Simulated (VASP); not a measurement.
# BeHg3Se4 (ordered alloy cell): computed properties

Level of theory: PBEsol GGA, VASP's PBE PAW potentials (set 64) (plane waves; VASP).

```yaml
space_group: P-43m (215)
cell: a = b = c = 5.878 Å, α = β = γ = 90.00°
volume_per_atom: 25.39 Å³/atom
band gap (over mesh and band path): none (metal, semimetal or under 0.01 eV)
density: 7.58 g/cm³
```

```xyz
8
Lattice="5.8781 0.0000 0.0000 0.0000 5.8781 0.0000 0.0000 0.0000 5.8781" Properties=species:S:1:pos:R:3 pbc="T T T"
Hg     0.0000     0.0000     0.0000
Hg     2.9390     2.9390     0.0000
Hg     2.9390     5.8781     2.9390
Se     1.3028     1.6362     1.6362
Se     4.5753     4.2419     1.6362
Se     4.5753     1.6362     4.2419
Se     1.3028     4.2419     4.2419
Be     0.0000     2.9390     2.9390
```

Unless said otherwise, spin-orbit coupling is left out, though it shifts the bands of the heavy elements here.

The structure was generated: BeHg3Se4 was put into an ordered model structure (P-43m), which need not be its known phase. It was relaxed first. Symmetry was kept, so distortions that lower it aren't found.
